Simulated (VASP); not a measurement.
These are PBEsol GGA, VASP's PBE PAW potentials (set 64) (plane waves; VASP) values and carry that method's errors.

VASP input:

### POSCAR
```
Sr2H3I
1
    4.1578750000     0.0000000000     0.0000000000
   -2.0789380000     3.6008260000     0.0000000000
    0.0000000000     0.0000000000     7.5290950000
Sr H I
2 3 1
Direct
  0.6666670000   0.3333330000   0.6786600000
  0.3333330000   0.6666670000   0.3213400000
  0.0000000000   0.0000000000   0.5000000000
  0.6666670000   0.3333330000   0.3572500000
  0.3333330000   0.6666670000   0.6427500000
  0.0000000000   0.0000000000   0.0000000000
```

KPOINTS:
```
kpoints
0
gamma
  6 6 3
0 0 0
```

### INCAR
```
LMAXMIX=4   ! l cut-off of mixed one-centre charges
PREC=Accurate
ALGO=Normal
LWAVE=F
LREAL=F
GGA=PS   ! PBEsol
ISMEAR=-1   ! Fermi-Dirac
ISIF=2   ! forces and stress, cell fixed
LASPH=T
SYSTEM=Sr2H3I
EDIFF=1E-6   ! SCF stop (eV)
LCHARG=F
NELM=100   ! most electronic steps
SIGMA=0.02   ! width (eV)
ENCUT=300   ! plane-wave cut-off (eV)
```

POTCAR, in this order: Sr_sv H I (PBE.64 set). Program: vasp_std.

Output of the run:

**OSZICAR**
```
       N       E                     dE             d eps       ncg     rms          rms(c)
DAV:   1     0.119394182645E+03    0.11939E+03   -0.10569E+04   662   0.896E+02
DAV:   2    -0.117732323503E+02   -0.13117E+03   -0.12727E+03   809   0.229E+02
DAV:   3    -0.219285305281E+02   -0.10155E+02   -0.10131E+02  1097   0.523E+01
DAV:   4    -0.222640439658E+02   -0.33551E+00   -0.33526E+00   939   0.872E+00
DAV:   5    -0.222717132405E+02   -0.76693E-02   -0.76689E-02  1019   0.105E+00    0.267E+01
DAV:   6    -0.210575899506E+02    0.12141E+01   -0.13222E+00   693   0.622E+00    0.161E+01
DAV:   7    -0.206127957079E+02    0.44479E+00   -0.27346E+00   755   0.941E+00    0.263E+00
DAV:   8    -0.206305410657E+02   -0.17745E-01   -0.46262E-01   891   0.319E+00    0.150E+00
DAV:   9    -0.206257741956E+02    0.47669E-02   -0.32085E-02   817   0.868E-01    0.106E+00
DAV:  10    -0.206252974222E+02    0.47677E-03   -0.44927E-03   864   0.377E-01    0.395E-01
DAV:  11    -0.206252524158E+02    0.45006E-04   -0.73069E-04   857   0.137E-01    0.100E-01
DAV:  12    -0.206252599323E+02   -0.75165E-05   -0.60276E-05  1060   0.472E-02    0.426E-02
DAV:  13    -0.206252602815E+02   -0.34914E-06   -0.14761E-05   848   0.214E-02    0.121E-02
DAV:  14    -0.206252601542E+02    0.12722E-06   -0.26780E-06   653   0.996E-03
   1 F= -.20625260E+02 E0= -.20625260E+02  d E =-.157706E-12
```

OUTCAR:
```
------------------------ aborting loop because EDIFF is reached ----------------------------------------
  FORCE on cell =-STRESS in cart. coord.  units (eV):
  Direction    XX          YY          ZZ          XY          YZ          ZX
  --------------------------------------------------------------------------------------
  Total       -0.0316806     -0.0316806     -0.1362659      0.0000000      0.0000000      0.0000000
  in kB       -0.4502848     -0.4502849     -1.9367847      0.0000001      0.0000000      0.0000000
  external PRESSURE =      -0.9457848 kB  Pullay stress =       0.0000000 kB
  volume of cell :      112.72
      direct lattice vectors                 reciprocal lattice vectors
     4.157875000  0.000000000  0.000000000     0.240507471  0.138857062  0.000000000
    -2.078938000  3.600826000  0.000000000     0.000000000  0.277714058  0.000000000
     0.000000000  0.000000000  7.529095000     0.000000000  0.000000000  0.132818088
 POSITION                                       TOTAL-FORCE (eV/Angst)
 -----------------------------------------------------------------------------------
      2.07894      1.20027      5.10970        -0.000000      0.000000      0.120380
     -0.00000      2.40055      2.41940        -0.000000      0.000000     -0.120380
      0.00000      0.00000      3.76455         0.000000      0.000000      0.000000
      2.07894      1.20027      2.68977         0.000000     -0.000000     -0.029128
     -0.00000      2.40055      4.83933         0.000000      0.000000      0.029128
      0.00000      0.00000      0.00000         0.000000      0.000000      0.000000
 -----------------------------------------------------------------------------------
    total drift:                                0.000000     -0.000000      0.000000
  FREE ENERGIE OF THE ION-ELECTRON SYSTEM (eV)
  ---------------------------------------------------
  free  energy   TOTEN  =       -20.6252601542 eV

  energy  without entropy=      -20.6252601542  energy(sigma->0) =      -20.62526015
```
(Selected blocks of OUTCAR.)

At this cut-off the stress carries a Pulay error, which pulls relaxed volumes low.

The structure comes from a computed database's Sr2H3I entry; how it stands against other phases isn't given here. The cell was not relaxed at this level, and its volume differs by -5.9 % from the start's.
